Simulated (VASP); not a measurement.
A convergence study with VASP on AgI (wurtzite): one setting is varied, all else stays as given below, so the limit is that of these other settings.

```yaml
crystal:
  lattice:
    - [2.29500, -3.97506, 0.00000]
    - [2.29500, 3.97506, 0.00000]
    - [0.00000, 0.00000, 7.51000]
  atoms:
    - { symbol: Ag, position: [0.66667, 0.33333, 0.50000] }
    - { symbol: Ag, position: [0.33333, 0.66667, 0.00000] }
    - { symbol: I, position: [0.66667, 0.33333, 0.87500] }
    - { symbol: I, position: [0.33333, 0.66667, 0.37500] }
```

Computed with PBE GGA, VASP's PBE PAW potentials (set 64) (plane waves; VASP). The tightest run used: 550 eV cut-off, 14×14×9 Γ-centred mesh, Gaussian smearing of 0.050 eV, potentials Ag I.

```json
[
 {"setting": "1×1×1 mesh", "E (eV/atom)": "-0.1607", "pressure (GPa)": "18.91", "irreducible k-points": "1"},
 {"setting": "2×2×1 mesh", "E (eV/atom)": "-2.2498", "pressure (GPa)": "2.89", "irreducible k-points": "2"},
 {"setting": "3×3×2 mesh", "E (eV/atom)": "-2.3588", "pressure (GPa)": "2.09", "irreducible k-points": "6"},
 {"setting": "4×4×3 mesh", "E (eV/atom)": "-2.3790", "pressure (GPa)": "1.86", "irreducible k-points": "8"},
 {"setting": "5×5×3 mesh", "E (eV/atom)": "-2.3827", "pressure (GPa)": "1.81", "irreducible k-points": "10"}
]
```

These are the cheaper rows. Estimate the results at 14×14×9 mesh, and how far the last row shown lies from them.

```
quantity        tightest run  last row shown is off by
--------------  ------------  ------------------------
E (eV/atom)          -2.3840                    0.0012
pressure (GPa)          1.78                      0.02
```

Left out are rungs that failed or repeat a setting and relaxations that didn't move; long series are thinned to 24 rows.

The compound is AgI in the wurtzite structure. The cell was not relaxed at this level.
